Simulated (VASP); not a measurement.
Input:

```
CELL_PARAMETERS angstrom
      0.00000     1.92981     1.92981
      1.92981     0.00000     1.92981
      1.92981     1.92981     0.00000
ATOMIC_POSITIONS crystal
  Li 0.00000 0.00000 0.00000
  H  0.50000 0.50000 0.50000
```

The numbers are results of MS2 meta-GGA, VASP's PBE PAW potentials (set 64) (plane waves; VASP), not measurements. Settings: 520 eV cut-off, 11×11×11 Γ-centred mesh, Gaussian smearing of 0.050 eV, potentials Li_sv H.

Problem. Give the stress tensor in GPa (positive for a compressed cell).

Solution. 
```
2.98  0.00  0.00
0.00  2.98  0.00
0.00  0.00  2.98
```
The pressure is its mean diagonal, 2.98 GPa.

The compound is LiH in the rock salt structure. This cell is one point of a volume scan, at 0.94 of the reference volume.
